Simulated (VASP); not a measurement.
Method: PBEsol GGA, VASP's PBE PAW potentials (set 64) (plane waves; VASP 6.6.1).

A VASP calculation is set up with these files.

**POSCAR**
```
Cs
1
   -3.0500000000     3.0500000000     3.0500000000
    3.0500000000    -3.0500000000     3.0500000000
    3.0500000000     3.0500000000    -3.0500000000
Cs
1
Direct
  0.0000000000   0.0000000000   0.0000000000
```

INCAR:
```
EDIFF = 1E-6   # SCF stop (eV)
ENCUT = 400
SIGMA = 0.1
ISIF = 3   # ions, shape and volume
LCHARG = F
ISMEAR = 1   # Methfessel-Paxton
LREAL = F   # projection in real space or not
ALGO = Normal   # blocked Davidson
EDIFFG = -0.01   # ionic stop
IBRION = 2
PREC = Accurate
SYSTEM = Cs
LMAXMIX = 4   # l cut-off of mixed one-centre charges
GGA = PS
LWAVE = F
NSW = 60
NELM = 100   # most electronic steps
LASPH = T
```

### KPOINTS
```
Automatic mesh
0
Gamma
8 8 8
```

POTCAR, in this order: Cs_sv (PBE.64 set). Program: vasp_std.

Energy and stress use the plane-wave basis of the starting cell. Unless said otherwise, spin-orbit coupling is left out, though it shifts the bands of the heavy elements here.

Task: What does the run give for the energy per atom (σ→0), volume per atom, band gap (on the k-mesh)?

Result: 
energy per atom (σ→0): -0.936 eV/atom
band gap (on the k-mesh): none (metal, semimetal or under 0.01 eV)
volume per atom: 108.21 Å³/atom

File OSZICAR:
```
...
DAV:   1    -0.943833634570E+00   -0.72027E-02   -0.15626E-01   464   0.257E+00    0.345E-01
DAV:   2    -0.938390585450E+00    0.54430E-02   -0.74675E-03   464   0.545E-01    0.158E-01
DAV:   3    -0.936703089254E+00    0.16875E-02   -0.63400E-03   504   0.478E-01    0.330E-02
DAV:   4    -0.936702757694E+00    0.33156E-06   -0.23589E-05   544   0.437E-02    0.152E-02
DAV:   5    -0.936705247483E+00   -0.24898E-05   -0.57884E-06   568   0.167E-02    0.288E-03
DAV:   6    -0.936704183586E+00    0.10639E-05   -0.26855E-07   296   0.491E-03    0.317E-04
DAV:   7    -0.936704149451E+00    0.34135E-07   -0.27967E-08   272   0.156E-03
   4 F= -.93670415E+00 E0= -.93571683E+00  d E =-.147881E-02
```

The compound is Cs in the bcc structure. This run relaxes it. Symmetry was kept, so distortions that lower it aren't found.
